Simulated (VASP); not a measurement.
An input for Quantum ESPRESSO's pw.x (written as the equivalent of a VASP run, and not itself run):

```
&CONTROL
  calculation = 'vc-relax'
  pseudo_dir = './pseudo'
  outdir = './out'
  tprnfor = .true.
  tstress = .true.
  nstep = 60
  forc_conv_thr = 0.00039
/
&SYSTEM
  ibrav = 0
  nat = 2
  ntyp = 2
  ecutwfc = 84
  occupations = 'smearing'
  smearing = 'gaussian'
  degauss = 0.003675
  input_dft = 'pbesol'
/
&ELECTRONS
  conv_thr = 7.3e-08
  electron_maxstep = 100
/
&IONS
/
&CELL
/
ATOMIC_SPECIES
  B 10.810 B.upf
  N 14.007 N.upf
CELL_PARAMETERS angstrom
     0.0000000    1.7897860    1.7897860
     1.7897860    0.0000000    1.7897860
     1.7897860    1.7897860    0.0000000
ATOMIC_POSITIONS crystal
  B    0.0000000  0.0000000  0.0000000
  N    0.2500000  0.2500000  0.2500000
K_POINTS automatic
  11 11 11 0 0 0
```

Q: Write the VASP files for the same calculation (PBEsol).

A: One answer among several that fit: 
**POSCAR**
```
BN
1
    0.0000000000     1.7897860000     1.7897860000
    1.7897860000     0.0000000000     1.7897860000
    1.7897860000     1.7897860000     0.0000000000
B N
1 1
Direct
  0.0000000000   0.0000000000   0.0000000000
  0.2500000000   0.2500000000   0.2500000000
```

INCAR:
```
! general
SYSTEM = BN
PREC   = Accurate
ENCUT  = 520   ! plane-wave cut-off (eV)
LREAL  = F
LASPH  = T   ! aspherical one-centre terms

! electronic loop
EDIFF  = 1E-6   ! SCF stop (eV)
NELM   = 100
ALGO   = Normal

! smearing
ISMEAR = 0   ! Gaussian
SIGMA  = 0.05

! functional
GGA    = PS   ! PBEsol

! ions
IBRION = 2   ! conjugate gradients
NSW    = 60   ! most ionic steps
ISIF   = 3
EDIFFG = -0.01   ! ionic stop

! output
LWAVE  = F
LCHARG = F
```

File KPOINTS:
```
Regular mesh
0
Gamma
11 11 11
```

POTCAR, in this order: B N (PBE.64 set). Program: vasp_std.

The two are equivalent in intent, not identical: the potentials are each code's own (VASP's PAW set, PseudoDojo norm-conserving files in pw.x), so ENCUT and ecutwfc are chosen apart and not converted; conv_thr bounds pw.x's estimated SCF error, while EDIFF bounds the energy change between steps; forc_conv_thr acts on force components and is met together with etot_conv_thr.

The structure was generated: BN was put into the zinc blende type (F-43m), which need not be its known phase. This run relaxes it. Symmetry was kept, so distortions that lower it aren't found.
